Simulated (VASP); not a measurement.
MgO (space group Fm-3m): the band gap from VASP (plane waves, PAW) at several levels of theory. Gaps are without spin-orbit coupling. Each level names its cell: its own relaxed one, PBE's, or the starting one. A gap is the smallest over the k-mesh and a band path; hybrids may have named points in place of the path, and GW has the mesh alone. mBJ is a potential without an energy functional, so only the levels count. The mesh is coarse and the basis finite, so the quasiparticle values are not converged.

```json
[
 {"level": "mBJ (TB09) (PBE cell)", "band gap (eV)": "6.53"},
 {"level": "G0W0@PBE (starting cell)", "band gap (eV)": "7.38"}
]
```

The cell of the mBJ (TB09) (PBE cell) run:

```cif
data_MgO
_chemical_formula_sum 'Mg1 O1'
_space_group_name_H-M_alt 'P 1'
_space_group_IT_number 1
_cell_length_a 3.00211
_cell_length_b 3.00211
_cell_length_c 3.00211
_cell_angle_alpha 60.000
_cell_angle_beta 60.000
_cell_angle_gamma 60.000
loop_
_space_group_symop_operation_xyz
  'x, y, z'
loop_
_atom_site_label
_atom_site_type_symbol
_atom_site_fract_x
_atom_site_fract_y
_atom_site_fract_z
_atom_site_occupancy
Mg1 Mg 0.00000 0.00000 0.00000 1
O1 O 0.50000 0.50000 0.50000 1
```

Only levels that ran to the end are used. Left out are those held back, those with too coarse a band path, GW runs whose mesh misses a band edge, hybrids' fits of cells that aren't cubic and levels without matching references; a question may draw on a part of the rest.

The structure comes from a computed database's MgO entry (Fm-3m); how it stands against other phases isn't given here.
